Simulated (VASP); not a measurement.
Here is the system:

```xyz
79
Lattice="9.1758 -4.8066 0.0004 9.1758 4.8066 0.0004 6.6576 0.0000 7.9357" Properties=species:S:1:pos:R:3 pbc="T T T"
Al    10.6081    -0.0131     3.3549
Al     4.4016     0.0000     1.3968
Al     1.8507     0.0000     0.5873
Al     8.1030     0.0000     2.5714
Al    13.9828     0.0000     7.3488
Al     7.7305     0.0000     5.3647
Al     5.1795     0.0000     4.5552
Al    11.4010    -0.0357     6.5581
Al    15.2419     2.4033     3.3812
Al     8.9896     2.4033     1.3970
Al     6.4386     2.4033     0.5875
Al    12.6909     2.4033     2.5716
Al    18.5707     2.4033     7.3490
Al    12.2804     2.4113     5.3694
Al     9.7657     2.4140     4.5593
Al    16.0198     2.4033     6.5395
Al    15.2419    -2.4033     3.3812
Al     8.9896    -2.4033     1.3970
Al     6.4386    -2.4033     0.5875
Al    12.6909    -2.4033     2.5716
Al    18.5707    -2.4033     7.3490
Al    12.3184    -2.4033     5.3649
Al     9.7674    -2.4033     4.5554
Al    16.0198    -2.4033     6.5395
Al    19.8298     0.0000     3.3814
Al    13.5775     0.0000     1.3972
Al    11.0265     0.0000     0.5877
Al    17.2789     0.0000     2.5718
Al    23.1586     0.0000     7.3492
Al    16.9063     0.0000     5.3651
Al    14.3554     0.0000     4.5556
Al    20.6077     0.0000     6.5397
O      4.7906    -0.9325     2.9760
O      5.1759     1.6679     1.7619
O      7.7141     0.9325     0.9923
O      6.8403     0.7354     3.7458
O      7.3288    -1.6679     2.2064
O      5.6644    -0.7354     0.2224
O      8.1194    -0.9325     6.9438
O      8.4663     1.6218     5.6952
O     10.1623     0.7230     7.6693
O     10.6702    -1.6691     6.1653
O      8.9883    -0.7301     4.2342
O      9.4250     1.4216     2.9543
O      9.7638     4.0712     1.7621
O     12.3020     3.3358     0.9925
O     11.4063     3.1844     3.7435
O     11.8925     0.7161     2.1582
O     10.2523     1.6679     0.2227
O     12.6895     1.5039     6.9311
O     13.0926     4.0712     5.7299
O     15.6308     3.3358     4.9603
O     14.7570     3.1387     7.7139
O     15.2456     0.7354     6.1744
O     13.5682     1.6811     4.2054
O      9.3785    -3.3358     2.9762
O      9.7638    -0.7354     1.7621
O     12.3020    -1.4708     0.9925
O     11.3865    -1.7044     3.6960
O     11.9167    -4.0712     2.2066
O     10.2523    -3.1387     0.2227
O     12.7073    -3.3358     6.9440
O     13.0835    -0.6925     5.6939
O     15.6308    -1.4708     4.9603
O     14.7570    -1.6679     7.7139
O     15.2456    -4.0712     6.1744
O     13.5811    -3.1387     4.1905
O     13.9664    -0.9325     2.9764
O     14.3517     1.6679     1.7623
O     16.8899     0.9325     0.9927
O     16.0161     0.7354     3.7462
O     16.5047    -1.6679     2.2068
O     14.8402    -0.7354     0.2229
O     17.2952    -0.9325     6.9443
O     17.6805     1.6679     5.7302
O     20.2188     0.9325     4.9605
O     19.3449     0.7354     7.7141
O     19.8335    -1.6679     6.1746
O     18.1691    -0.7354     4.1907
```
Cell charge +1.

Calculation: PBE GGA, VASP's PBE PAW potentials (set 64) (plane waves; VASP). Numerical set-up: PREC = Normal, LREAL = Auto, ISYM = 0, NELECT = 377.0, EDIFF = 1E-5, 400 eV cut-off, 1×1×1 Γ-centred mesh, Gaussian smearing of 0.050 eV, potentials Al O. Starting moments (MAGMOM): 79*0.0127. The cell's moment is fixed (NUPDOWN = 1).

The cell is charged, with a uniform compensating background. The supercell is sampled at Γ alone, which is coarse: total energies, pressure and levels can be off, energies of defects by several tenths of an eV.

**Question.** The ions are relaxed. Which structure does the run end with?

**Answer.** 
```xyz
79
Lattice="9.1758 -4.8066 0.0004 9.1758 4.8066 0.0004 6.6576 0.0000 7.9357" Properties=species:S:1:pos:R:3 pbc="T T T"
Al    10.6105    -0.0584     3.2818
Al     4.3949    -0.0070     1.4278
Al     1.8426    -0.0077     0.5842
Al     8.0671    -0.0010     2.5607
Al    14.0119    -0.0007     7.3547
Al     7.7415    -0.0018     5.3650
Al     5.1942     0.0172     4.5505
Al    11.4687    -0.0577     6.6329
Al    15.2415     2.4081     3.3801
Al     8.9914     2.4071     1.3897
Al     6.4308     2.4074     0.5908
Al    12.6773     2.3829     2.5725
Al    18.5625     2.4030     7.3527
Al    12.3797     2.4820     5.3937
Al     9.7003     2.4825     4.5218
Al    16.0152     2.4114     6.5365
Al    15.2408    -2.3958     3.3800
Al     8.9898    -2.4110     1.3864
Al     6.4322    -2.4114     0.5925
Al    12.6931    -2.4032     2.5623
Al    18.5783    -2.4238     7.3425
Al    12.3200    -2.4094     5.3562
Al     9.7596    -2.4105     4.5584
Al    16.0145    -2.3993     6.5359
Al    19.8284     0.0131     3.3714
Al    13.5798    -0.0074     1.3949
Al    11.0281    -0.0077     0.5514
Al    17.2619     0.0106     2.5687
Al    23.1701     0.0101     7.3487
Al    16.8841     0.0172     5.3648
Al    14.3373    -0.0014     4.5496
Al    20.6040     0.0130     6.5439
O      4.7774    -0.9401     2.9940
O      5.1753     1.6622     1.7571
O      7.7109     0.9391     0.9904
O      6.8416     0.7408     3.7401
O      7.3239    -1.6668     2.2083
O      5.6706    -0.7362     0.2496
O      8.1176    -0.9305     6.9433
O      8.5487     1.6493     5.7044
O     10.1748     0.7242     7.7034
O     10.6552    -1.6635     6.1769
O      9.0140    -0.7280     4.1916
O      9.3913     1.4632     2.9949
O      9.7676     4.0651     1.7688
O     12.2987     3.3264     0.9994
O     11.4077     3.0875     3.7727
O     11.9059     0.7234     2.2115
O     10.2478     1.6624     0.2230
O     12.6889     1.4650     6.9212
O     13.1066     4.1055     5.7302
O     15.6307     3.3346     4.9555
O     14.7487     3.1407     7.7061
O     15.2380     0.7414     6.1758
O     13.5324     1.6512     4.2105
O      9.3785    -3.3262     2.9687
O      9.7523    -0.7372     1.7294
O     12.2998    -1.4810     0.9797
O     11.4245    -1.6636     3.7368
O     11.9177    -4.0758     2.2078
O     10.2548    -3.1450     0.2110
O     12.7014    -3.3256     6.9457
O     13.0650    -0.7265     5.7239
O     15.6243    -1.4725     4.9609
O     14.7545    -1.6679     7.7071
O     15.2577    -4.0634     6.1728
O     13.5798    -3.1350     4.1888
O     13.9634    -0.9307     2.9710
O     14.3434     1.6624     1.7683
O     16.8866     0.9308     0.9909
O     15.9975     0.7433     3.7433
O     16.5077    -1.6661     2.2106
O     14.8319    -0.7406     0.2116
O     17.3017    -0.9404     6.9210
O     17.6756     1.6708     5.7270
O     20.2156     0.9237     4.9577
O     19.3390     0.7310     7.7071
O     19.8480    -1.7178     6.1430
O     18.1487    -0.7011     4.1856
```
Cell charge +1. The cell ends with 1.00 μB, on the first 30 sites 0.04 0.00 0.00 0.00 0.00 0.00 0.00 0.04 0.00 0.00 0.00 0.00 0.00 0.01 0.01 0.00 0.00 0.00 0.00 0.00 0.00 0.00 0.00 0.00 0.00 0.00 0.00 0.00 0.00 0.00 μB.

**Question.** How much energy does the relaxation gain?

**Answer.** The energy (σ→0) changes by -11.9 meV/atom, in 14 ionic steps.

The cell is a supercell with a defect, built from Al2O3 (corundum): vac_O, charge +1.
